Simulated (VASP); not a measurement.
A convergence study with VASP on Au (fcc): one setting is varied, all else stays as given below, so the limit is that of these other settings. The cell's lengths are 1 % over those of the tabulated start, so it is off equilibrium.

```
CELL_PARAMETERS angstrom
      0.00000     2.06040     2.06040
      2.06040     0.00000     2.06040
      2.06040     2.06040     0.00000
ATOMIC_POSITIONS crystal
  Au 0.00000 0.00000 0.00000
```

Level of theory: PBEsol GGA, VASP's PBE PAW potentials (set 64) (plane waves; VASP). The tightest run used: 1000 eV cut-off, 17×17×17 Γ-centred mesh, first-order Methfessel-Paxton smearing of 0.10 eV, potentials Au.

Task: The settings run are ENCUT = 150; ENCUT = 200; ENCUT = 250; ENCUT = 300; ENCUT = 350; ENCUT = 400; ENCUT = 450; ENCUT = 500; ENCUT = 550; ENCUT = 600; ENCUT = 650; ENCUT = 700; ENCUT = 750; ENCUT = 800; ENCUT = 850; ENCUT = 1000. From which on does the stress (every component) stay within 0.5 GPa of the tightest run?

Result: From ENCUT = 400 on: it is off by 0.08 there and by no more than 0.5 in any finer run, while ENCUT = 350 is off by 0.68.
```tsv
setting	E (eV/atom)	pressure (GPa)	plane waves	difference judged (GPa)
ENCUT = 150	-3.3037	-224.09	78	219.38
ENCUT = 200	-3.8289	-31.28	125	26.57
ENCUT = 250	-3.9272	-5.16	169	0.46
ENCUT = 300	-3.9227	-5.46	216	0.75
ENCUT = 350	-3.9155	-5.38	274	0.68
ENCUT = 400	-3.9150	-4.78	331	0.08
ENCUT = 450	-3.9151	-4.71	388	0.00
ENCUT = 500	-3.9150	-4.81	459	0.11
ENCUT = 550	-3.9148	-4.80	532	0.09
ENCUT = 600	-3.9148	-4.73	596	0.03
ENCUT = 650	-3.9148	-4.70	673	0.00
ENCUT = 700	-3.9148	-4.72	751	0.02
ENCUT = 750	-3.9148	-4.74	869	0.03
ENCUT = 800	-3.9149	-4.73	918	0.03
ENCUT = 850	-3.9148	-4.70	998	0.00
ENCUT = 1000	-3.9148	-4.70	1283	0.00
```

Left out are rungs that failed or repeat a setting and relaxations that didn't move; long series are thinned to 24 rows.

The compound is Au in the fcc structure. The cell was not relaxed at this level.
